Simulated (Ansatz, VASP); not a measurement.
**One calculation of TaTl, two programs**

```
CELL_PARAMETERS angstrom
3.62212 0.00000 0.00000
0.00000 3.62212 0.00000
0.00000 0.00000 3.62212
ATOMIC_POSITIONS crystal
Ta 0.00000 0.00000 0.00000
Tl 0.50000 0.50000 0.50000
```

The cell was built by a generator and needn't be a form met in nature.

Alike in both runs: task band structure; functional PBE; k mesh 7 × 7 × 7; occupations fermi-dirac, width 0.05 eV; no spin polarisation.

|  | VASP | Ansatz |
| --- | --- | --- |
| version | VASP 6.6.1 | Ansatz 0.2.0 |
| potentials or method | VASP PAW PBE potentials, release 64 (Ta_sv_GW, Tl_d_GW) | Ansatz PAW |
| plane-wave cutoff (eV) | 600 | 420 |
| valence electrons in the cell | 28 | 26 |

VASP gave:

| Item | Value |
| --- | --- |
| gap on the k mesh at the Fermi level (eV) | none |
| pressure (GPa) | -13.6 |

What did Ansatz give for the same quantities?

gap on the k mesh at the Fermi level (eV): none; pressure (GPa): -13.5.

A gap of «none» marks a metal or a gap that the smearing closes. The two sets of potentials don't hold the same shells in valence.

Caveats: spin-orbit coupling is left out, which moves the levels of the heavy elements.
